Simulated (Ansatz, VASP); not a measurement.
# Cross-check of CaH21C16S4N2O17F12 (Ca2+ TFSI- in gamma-butyrolactone and dimethyl carbonate at 330 K) between VASP and Ansatz, part 2 of 2

Aim: how closely do two programs agree when they are given the same cell, functional and k mesh? The cell is taken from a series of runs on this material, whose earlier steps may have relaxed, scaled, displaced or heated it; both programs get it as it stands.

VASP 6.6.1 and Ansatz 0.2.0.

So far. Step 2 (VASP: single point, PBE with D3(BJ)): The run ends at a pressure of 0.07 GPa, with forces up to 0.46 eV/Å.

### Step 4. Differences

Known differences besides the potentials themselves: fixed occupations in Ansatz, narrow Gaussian smearing in VASP; the cutoff is 420 eV in Ansatz and 600 eV in VASP (PREC = Accurate, projectors in real space). Total energies have different zeros and are not compared.

Compared:

```
              quantity  Ansatz   VASP  difference
        pressure (GPa)    0.01   0.07       -0.06
gap on the k mesh (eV)   4.893  4.909      -0.017
```

Forces on 7 of the 146 atoms, those with the largest forces and the largest differences (eV/Å; atoms numbered as in POSCAR):

```
atom          Ansatz x, y, z            VASP x, y, z
 O33   0.006, -0.011, -0.003   0.222, -0.348, -0.116
 O45  -0.009, -0.003, -0.005    0.354, 0.249, -0.164
 F79     0.001, 0.001, 0.000     0.017, 0.431, 0.059
 F85    0.010, -0.017, 0.021    0.013, -0.302, 0.335
 F89    0.001, -0.002, 0.001    0.324, 0.016, -0.280
 F90  -0.001, -0.001, -0.002    0.073, -0.293, 0.304
 F91     0.002, 0.004, 0.001  -0.148, -0.384, -0.155
```

The forces differ by 143 meV/Å r.m.s., where the r.m.s. force is 0.007 eV/Å in Ansatz and 0.144 eV/Å in VASP: the atoms lie near their places of rest in Ansatz, so a percentage would say little (all taken over all components). A gap on the mesh is an upper bound, since the band edges may lie between its points.

### Step 5. Summary of results

```
r.m.s. force difference (single point, PBE with D3(BJ)) : 143 meV/Å
```

What this shows: The r.m.s. force difference is 143 meV/Å (single point, PBE with D3(BJ)), beyond the 12 meV/Å picked in this series as the mark of a large difference. What causes the difference of the single point, PBE with D3(BJ) pair stays open here. Such differences can come from data sets, numerical settings and the points named under the comparisons, not from the functional's error against experiment.

[Lines on the potential files, build, host, timing and source positions are cut from VASP's logs without a mark.]

[Logs are printed without paths, hosts, clocks, repeated set-up lines and the standing remarks that a program may print on its own settings, such as how far it seeks lower states.]

[Hosts, paths, dates, database ids (printed as entryN), source tags and the programs' standing remarks are cut or masked in the printed files.]
